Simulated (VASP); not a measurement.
```
KMgF3
1.0
    3.89636     0.00000     0.00000
    0.00000     3.89636     0.00000
    0.00000     0.00000     3.89636
K Mg F
1 1 3
Direct
  0.00000   0.00000   0.00000
  0.50000   0.50000   0.50000
  0.50000   0.00000   0.50000
  0.00000   0.50000   0.50000
  0.50000   0.50000   0.00000
```

All values below come from LDA (Ceperley-Alder, Perdew-Zunger), VASP's LDA PAW potentials (set 64) (plane waves; VASP). Numerical set-up: 520 eV cut-off, 6×6×6 Γ-centred mesh, Gaussian smearing of 0.010 eV, potentials K_sv Mg F.

Question: Give the electronic dielectric tensor ε∞ (DFPT, local fields included).

Answer: 
```
2.14  0.00  0.00
0.00  2.14  0.00
0.00  0.00  2.14
```

Question: Give the Born effective charges.

Answer: 
```json
[
 {"atom": "K1", "Z*xx": "1.19", "Z*yy": "1.19", "Z*zz": "1.19", "mean": "1.19"},
 {"atom": "Mg2", "Z*xx": "1.97", "Z*yy": "1.97", "Z*zz": "1.97", "mean": "1.97"},
 {"atom": "F3", "Z*xx": "-0.97", "Z*yy": "-1.22", "Z*zz": "-0.97", "mean": "-1.06"},
 {"atom": "F4", "Z*xx": "-1.22", "Z*yy": "-0.97", "Z*zz": "-0.97", "mean": "-1.06"},
 {"atom": "F5", "Z*xx": "-0.97", "Z*yy": "-0.97", "Z*zz": "-1.22", "mean": "-1.06"}
]
```

Question: And the static tensor with the ions free?

Answer: 
```
6.25  0.00  0.00
0.00  6.25  0.00
0.00  0.00  6.25
```

Question: Which frequencies do the optical Γ-point modes have (no LO-TO splitting)?

Answer: 165 (×3), 189 (×3), 287 (×3), 531 (×3) cm⁻¹.

The compound is KMgF3 in the cubic perovskite structure. It was relaxed first, which changed the volume by -7 %.
